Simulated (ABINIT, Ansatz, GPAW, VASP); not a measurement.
## Code comparison for Sb (Pm-3m, 1 atom in the cell)

Self-consistent single point, at a second geometry (lattice scaled by 0.98). First geometry:

```
Sb
1.0
    3.15148     0.00000     0.00000
    0.00000     3.15148     0.00000
    0.00000     0.00000     3.15148
Sb
1
Direct
  0.00000   0.00000   0.00000
```

Shared settings, as Ansatz (a program for electronic structure) writes them: kpoints.mp_grid.grid = 14 14 14; scf.occupations.method = gaussian; scf.occupations.width = 0.02 Ry. Potentials and cutoffs stand in the table.

```json
[
 {"code": "Ansatz", "model": "PBEsol, default PAW files made with PBE", "ΔF from the first geometry (meV/atom)": "-35.1", "pressure (GPa)": "-1.55", "cutoff": "default"},
 {"code": "GPAW", "model": "PBEsol, GPAW PAW datasets PBEsol (made by gpaw-setup)", "ΔF from the first geometry (meV/atom)": "-37.9", "pressure (GPa)": "-1.82", "cutoff": "600 eV"},
 {"code": "VASP", "model": "PBEsol, VASP's PBE PAW potentials (set 64)", "ΔF from the first geometry (meV/atom)": "-34.2", "pressure (GPa)": "-1.41", "cutoff": "300 eV"},
 {"code": "ABINIT", "model": "PBEsol, norm-conserving pseudopotentials (PseudoDojo nc-sr-04 PBEsol standard)", "ΔF from the first geometry (meV/atom)": "-35.6", "pressure (GPa)": "-1.67", "cutoff": "40 Ha"}
]
```

On Ansatz's run: spin-orbit coupling is off.

The spread over the programs that give each value: ΔF from the first geometry within 3.7 meV/atom; pressure within 0.41 GPa.

Ansatz's pressure is given at a fixed set of plane waves, as the other plane-wave codes print theirs; with its correction for the finite basis it is -1.51 GPa.

VASP's run is marked for a possible Pulay error in its stress at this cutoff; no cutoff test was made.

The starting cell comes from a database of computed structures (which also holds hypothetical and non-ambient phases and stackings), without a prior relaxation at this level. Its lattice was rescaled by a random factor within 2.5 % of one. For this run, on top of that: lattice scaled by 0.98.

Left out of this page: Quantum ESPRESSO, CP2K, Elk, FLEUR and SIESTA (not drawn, or without a comparable value).

Keys are those of Ansatz 0.2.
